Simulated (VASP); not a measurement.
All values below come from PBEsol GGA, VASP's PBE PAW potentials (set 64) (plane waves; VASP).

VASP ran on this input.

**KPOINTS**
```
kpoints
0
Gamma
  8 8 2
```

POSCAR:
```
Al2Ga2As4
1
    0.0000000000     2.8361972151     2.8361972151
    2.8361972151     0.0000000000     2.8361972151
   11.3337172344    11.3337172344     0.0110716257
Ga As Al
2 4 2
Direct
  0.9997617971   0.9997617971   0.0001786521
  0.0002570009   0.0002570009   0.2498072493
  0.2499618812   0.2499618812   0.0625285890
  0.2502340928   0.2502340928   0.3123244305
  0.2502347429   0.2502347429   0.5623239428
  0.2500617422   0.2500617422   0.8124536933
  0.9999233844   0.9999233844   0.5000574617
  0.9995653584   0.9995653584   0.7503259811
```

### INCAR
```
! general
SYSTEM   =  Al2Ga2As4
PREC     =  Accurate
ENCUT    =  400
LREAL    =  .FALSE.
LASPH    =  .TRUE.   ! aspherical one-centre terms

! electronic loop
EDIFF    =  1E-7   ! SCF stop (eV)
NELM     =  100
ALGO     =  Normal   ! blocked Davidson
LMAXMIX  =  4

! smearing
ISMEAR   =  -5   ! tetrahedra, Bloechl

! functional
GGA      =  PS   ! PBEsol

! ions
ISIF     =  2   ! forces and stress, cell fixed

! output
LWAVE    =  .FALSE.
LCHARG   =  .TRUE.
LORBIT   =  11
NEDOS    =  601   ! DOS grid

! other
LEFG     =  .TRUE.
```

POTCAR, in this order: Ga_d As Al (PBE.64 set). Program: vasp_std.

The run wrote:

File OUTCAR:
```
 ion  position               nearest neighbor table
   1  1.000  1.000  0.000-   3 2.46   3 2.46   3 2.46   6 2.46
   2  0.000  0.000  0.250-   3 2.45   4 2.46   4 2.46   4 2.46
   3  0.250  0.250  0.063-   2 2.45   1 2.46   1 2.46   1 2.46
   4  0.250  0.250  0.312-   7 2.46   2 2.46   2 2.46   2 2.46
   5  0.250  0.250  0.562-   7 2.45   7 2.45   7 2.45   8 2.46
   6  0.250  0.250  0.812-   8 2.45   8 2.45   8 2.45   1 2.46
   7  1.000  1.000  0.500-   5 2.45   5 2.45   5 2.45   4 2.46
   8  1.000  1.000  0.750-   6 2.45   6 2.45   6 2.45   5 2.46
  LATTYP: Found a trigonal (rhomboedric) cell.
 ALAT       =    13.2840607065
 COS(alpha) =     0.9544161346
 Subroutine PRICEL returns:
 Original cell was already a primitive cell.
 Subroutine GETGRP returns: Found  6 space group operations
The static configuration has the point symmetry C_3v.
The dynamic configuration has the point symmetry C_3v.
 Subroutine INISYM returns: Found  6 space group operations
 Subroutine IBZKPT returns following result:
 Found     20 irreducible k-points:

 Following reciprocal coordinates:
            Coordinates               Weight
  0.000000  0.000000  0.000000      1.000000
  0.125000  0.000000 -0.000000      6.000000
...
```

**OSZICAR**
```
       N       E                     dE             d eps       ncg     rms          rms(c)
DAV:   1     0.329146075106E+03    0.32915E+03   -0.19973E+04  1264   0.162E+03
DAV:   2     0.547859825578E+01   -0.32367E+03   -0.31629E+03  1432   0.401E+02
DAV:   3    -0.373665495572E+02   -0.42845E+02   -0.41772E+02  1464   0.119E+02
DAV:   4    -0.391696575514E+02   -0.18031E+01   -0.17924E+01  1582   0.274E+01
DAV:   5    -0.392149419923E+02   -0.45284E-01   -0.45242E-01  1540   0.394E+00    0.622E+00
DAV:   6    -0.384421967710E+02    0.77275E+00   -0.13054E+00  1773   0.129E+01    0.348E+00
DAV:   7    -0.382915735989E+02    0.15062E+00   -0.80910E-01  1499   0.420E+00    0.108E+00
DAV:   8    -0.382854273310E+02    0.61463E-02   -0.10345E-01  1596   0.362E+00    0.251E-01
DAV:   9    -0.382854074802E+02    0.19851E-04   -0.87812E-03  1646   0.134E+00    0.806E-02
DAV:  10    -0.382855840247E+02   -0.17654E-03   -0.10524E-03  1500   0.314E-01    0.347E-02
DAV:  11    -0.382856615217E+02   -0.77497E-04   -0.14629E-04  1569   0.193E-01    0.146E-02
DAV:  12    -0.382856666308E+02   -0.51091E-05   -0.21501E-05  1577   0.953E-02    0.619E-03
DAV:  13    -0.382856689070E+02   -0.22762E-05   -0.95040E-06  1677   0.280E-02    0.151E-03
DAV:  14    -0.382856691848E+02   -0.27778E-06   -0.94976E-07  1480   0.146E-02    0.116E-03
DAV:  15    -0.382856692496E+02   -0.64761E-07   -0.15969E-07   994   0.590E-03
   1 F= -.38285669E+02 E0= -.38285669E+02  d E =0.000000E+00
```

### OUTCAR
```
------------------------ aborting loop because EDIFF is reached ----------------------------------------
  FORCE on cell =-STRESS in cart. coord.  units (eV):
  Direction    XX          YY          ZZ          XY          YZ          ZX
  --------------------------------------------------------------------------------------
  Total        0.0143975      0.0143975      0.0143975      0.0491899     -0.0491899     -0.0491899
  in kB        0.1265711      0.1265711      0.1265711      0.4324378     -0.4324378     -0.4324378
  external PRESSURE =       0.1265711 kB  Pullay stress =       0.0000000 kB
  volume of cell :      182.25
      direct lattice vectors                 reciprocal lattice vectors
     0.000000000  2.836197215  2.836197215    -0.176378545  0.176206245  0.176378545
     2.836197215  0.000000000  2.836197215     0.176206245 -0.176378545  0.176378545
    11.333717234 11.333717234  0.011071626     0.044137711  0.044137711 -0.044137711
 POSITION                                       TOTAL-FORCE (eV/Angst)
 -----------------------------------------------------------------------------------
      2.83755      2.83755      5.67105         0.005428      0.005428     -0.005428
      2.83197      2.83197      0.00422        -0.008260     -0.008260      0.008260
      1.41762      1.41762      1.41857        -0.001891     -0.001891      0.001891
      4.24951      4.24951      1.42288        -0.011076     -0.011076      0.011076
      7.08294      7.08294      1.42566         0.004171      0.004171     -0.004171
      9.91734      9.91734      1.42744         0.010977      0.010977     -0.010977
      8.50349      8.50349      5.67750        -0.004610     -0.004610      0.004610
     11.33895     11.33895      5.67824         0.005261      0.005261     -0.005261
 -----------------------------------------------------------------------------------
    total drift:                               -0.000221     -0.000221      0.000208
  FREE ENERGIE OF THE ION-ELECTRON SYSTEM (eV)
  ---------------------------------------------------
  free  energy   TOTEN  =       -38.2856692496 eV

  energy  without entropy=      -38.2856692496  energy(sigma->0) =      -38.28566925

 total charge

# of ion       s       p       d       tot
------------------------------------------
    1        0.881   0.792   9.993  11.667
    2        0.881   0.794   9.993  11.668
    3        1.212   1.587   0.031   2.829
    4        1.208   1.608   0.029   2.846
    5        1.198   1.677   0.024   2.900
    6        1.201   1.657   0.026   2.883
    7        0.404   0.368   0.000   0.772
    8        0.404   0.368   0.000   0.771
--------------------------------------------------
tot          7.388   8.852  20.096  36.336

 Electric field gradients after diagonalization (V/A^2)
 (convention: |V_zz| > |V_xx| > |V_yy|)
----------------------------------------------------------------------
 ion       V_xx      V_yy      V_zz     asymmetry (V_yy - V_xx)/ V_zz
----------------------------------------------------------------------
   1      -1.059    -1.052     2.111       0.003
   2       1.186     1.179    -2.365       0.003
   3       1.818     1.817    -3.635       0.000
   4      22.766    22.765   -45.531       0.000
   5      -1.041    -1.041     2.082       0.000
   6     -22.010   -22.009    44.018       0.000
   7       0.355     0.354    -0.709       0.002
   8      -0.510    -0.509     1.019       0.001
```
(Selected blocks of OUTCAR.)

**OUTCAR**
```
 val. band max:        3.7851583861   @ k =   0.0000   0.0000   0.0000

 cond. band min:       4.7174227576   @ k =   0.0000   0.0000   0.0000


 Fermi energy:         3.7969298376

 k-point     1 :       0.0000    0.0000    0.0000
  band No.  band energies     occupation
      1     -10.8602      2.00000
      2     -10.8202      2.00000
      3     -10.7938      2.00000
      4     -10.7938      2.00000
      5     -10.7835      2.00000
      6     -10.7835      2.00000
      7     -10.7234      2.00000
      8     -10.7234      2.00000
      9     -10.7189      2.00000
     10     -10.7189      2.00000
     11      -8.5759      2.00000
     12      -7.9076      2.00000
     13      -7.8594      2.00000
     14      -6.9298      2.00000
     15      -2.3873      2.00000
     16      -0.0288      2.00000
     17      -0.0004      2.00000
     18       2.7360      2.00000
     19       2.7360      2.00000
     20       3.1118      2.00000
     21       3.1118      2.00000
     22       3.1843      2.00000
     23       3.1843      2.00000
     24       3.7512      2.00000
     25       3.7852      2.00000
     26       3.7852      2.00000
     27       4.7174      0.00000
     28       5.0172      0.00000
     29       5.8761      0.00000
     30       5.9039      0.00000
     31       7.7079      0.00000

 k-point     2 :       0.1250    0.0000   -0.0000
  band No.  band energies     occupation
      1     -10.8639      2.00000
      2     -10.8228      2.00000
      3     -10.7990      2.00000
      4     -10.7901      2.00000
      5     -10.7812      2.00000
      6     -10.7792      2.00000
      7     -10.7259      2.00000
      8     -10.7235      2.00000
      9     -10.7206      2.00000
     10     -10.7181      2.00000
     11      -8.4090      2.00000
     12      -7.9180      2.00000
     13      -7.5611      2.00000
     14      -6.8636      2.00000
     15      -2.2298      2.00000
     16      -0.6387      2.00000
     17       0.4767      2.00000
...
```

The structure was generated: Al2Ga2As4 was put into an ordered model structure (R3m), which need not be its known phase. It was relaxed first.
